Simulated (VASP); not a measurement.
```
RuP
1.0
    1.93466    -5.11241     0.00000
    1.93466     5.11241     0.00000
    0.00000     0.00000     3.81268
P Ru
2 2
Direct
  0.56400   0.43600   0.25000
  0.43600   0.56400   0.75000
  0.85475   0.14525   0.25000
  0.14525   0.85475   0.75000
```

The base run (VASP): PBE GGA, plane waves, VASP's PBE PAW potentials (set 64). Settings: 400 eV cut-off, 6×6×5 Γ-centred mesh, Gaussian smearing of 0.050 eV, potentials P Ru_pv.

One setting is varied; ΔE counts from the base run. The base run took about 60 core-seconds. The timings are rough (shared machines, no repeats); factors under 2 mean little.

```json
[
 {"setting": "AMIX = 0.6, BMIX = 1.0, IMIX = 4", "cost over the base run": "within a factor of 2", "electronic steps": "12", "ΔE (meV/atom)": "0.0"},
 {"setting": "base run", "cost over the base run": "reference", "electronic steps": "13", "ΔE (meV/atom)": "0.0"},
 {"setting": "AMIX = 1.0, BMIX = 0.0001, IMIX = 4", "cost over the base run": "within a factor of 2", "electronic steps": "16", "ΔE (meV/atom)": "0.0"},
 {"setting": "AMIX = 0.1, BMIX = 1.0, IMIX = 1", "cost over the base run": "about 2 times", "electronic steps": "36", "ΔE (meV/atom)": "0.0"}
]
```

Left out are runs that failed, have no time on record or changed the cell.

The structure was generated: PRu was put into the CrB type (Cmcm), which need not be its known phase. The cell was not relaxed at this level.
